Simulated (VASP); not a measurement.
Input for VASP

### INCAR
```
SYSTEM = CdF2
PREC = Accurate; ENCUT = 520; LREAL = .FALSE.
LASPH = .TRUE.
EDIFF = 1E-6; NELM = 100; ALGO = All
LMAXMIX = 4
ISMEAR = 0; SIGMA = 0.05
GGA = PE
ISIF = 2
LWAVE = .FALSE.; LCHARG = .FALSE.
```

### KPOINTS
```
K-points
0
gamma
  7 7 7
0 0 0
```

### POSCAR
```
CdF2
1
    0.0000000000     2.6201320000     2.7410440000
    2.6755270000     0.0000000000     2.7410440000
    2.6755270000     2.6201320000     0.0000000000
Cd F
1 2
Direct
  0.0000000000   0.0000000000   0.0000000000
  0.2500000000   0.2500000000   0.2500000000
  0.7339490000   0.7660510000   0.7660510000
```

POTCAR, in this order: Cd F (PBE.64 set). Program: vasp_std.

### Question
Translate this PBE calculation to Quantum ESPRESSO's pw.x.

### Answer
One equivalent input (not run):
```
&CONTROL
  calculation = 'scf'
  pseudo_dir = './pseudo'
  outdir = './out'
  tprnfor = .true.
  tstress = .true.
/
&SYSTEM
  ibrav = 0
  nat = 3
  ntyp = 2
  ecutwfc = 102
  occupations = 'smearing'
  smearing = 'gaussian'
  degauss = 0.003675
  input_dft = 'pbe'
/
&ELECTRONS
  conv_thr = 7.3e-08
  electron_maxstep = 100
/
ATOMIC_SPECIES
  Cd 112.414 Cd.upf
  F 18.998 F.upf
CELL_PARAMETERS angstrom
     0.0000000    2.6201320    2.7410440
     2.6755270    0.0000000    2.7410440
     2.6755270    2.6201320    0.0000000
ATOMIC_POSITIONS crystal
  Cd   0.0000000  0.0000000  0.0000000
  F    0.2500000  0.2500000  0.2500000
  F    0.7339490  0.7660510  0.7660510
K_POINTS automatic
  7 7 7 0 0 0
```
Limits of the translation: the potentials are each code's own (VASP's PAW set, PseudoDojo norm-conserving files in pw.x), so ENCUT and ecutwfc are chosen apart and not converted; conv_thr bounds pw.x's estimated SCF error, while EDIFF bounds the energy change between steps.

The compound is CdF2 in the fluorite structure. The cell was not relaxed at this level, atoms are displaced from their ideal sites. The run is one of a series of settings (ALGO = All against the base run), some of them coarse on purpose.
